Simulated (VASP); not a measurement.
Input of a VASP 6.6.1 run:

The input POSCAR:

```
InAs
1.0
    0.0000000000      3.0180000000      3.0180000000
    3.0180000000      0.0000000000      3.0180000000
    3.0180000000      3.0180000000      0.0000000000
In As
1 1
Direct
    0.0000000000      0.0000000000      0.0000000000
    0.2500000000      0.2500000000      0.2500000000
```

INCAR.step1

```
SYSTEM = InAs
PREC = Accurate
ENCUT = 600
ISMEAR = 0
SIGMA = 0.01
LREAL = .FALSE.
LASPH = .TRUE.
NELM = 100
GGA = PE
ALGO = Normal
EDIFF = 1E-4
LWAVE = .TRUE.
LCHARG = .FALSE.
```

INCAR.step2

```
SYSTEM = InAs
PREC = Accurate
ENCUT = 600
EDIFF = 1E-7
ISMEAR = 0
SIGMA = 0.01
LREAL = .FALSE.
LASPH = .TRUE.
NELM = 100
ALGO = Normal
ISIF = 3
LWAVE = .FALSE.
LCHARG = .FALSE.
METAGGA = R2SCAN
LMIXTAU = .TRUE.
IBRION = 2
NSW = 100
EDIFFG = -0.005
ISTART = 1
```

KPOINTS

```
Automatic mesh
0
G
  10 10 10
  0 0 0
```

Potentials or basis: VASP PAW PBE potentials, release 64 (In_d, As).

Launch:

```bash
$ cat potpaw_PBE.64/In_d/POTCAR potpaw_PBE.64/As/POTCAR > POTCAR
$ cp INCAR.step1 INCAR
$ mpirun -np 1 vasp_std > vasp.out
$ cp INCAR.step2 INCAR
$ mpirun -np 1 vasp_std > vasp.out
```

Question: Estimate the relaxed volume.

Answer: 28.50 Å³/atom.

Question: What does it give for the band gap on the k mesh?

Answer: 0.08 eV, direct.

Step by step:
| step | energy change (eV) | largest force (eV/Å) | pressure (GPa) | volume (Å³) |
| --- | --- | --- | --- | --- |
| 1 | 0.0000 | 0.0000 | 2.28 | 54.98 |
| 2 | -0.0099 | 0.0000 | -1.07 | 58.15 |
| 3 | -0.0139 | 0.0000 | 0.00 | 57.00 |

Caveat: the PAW data sets were made with another functional, which shifts forces and pressure a little; spin-orbit coupling is left out, which moves the levels of the heavy elements. Zero-point motion and thermal expansion aren't in these numbers.
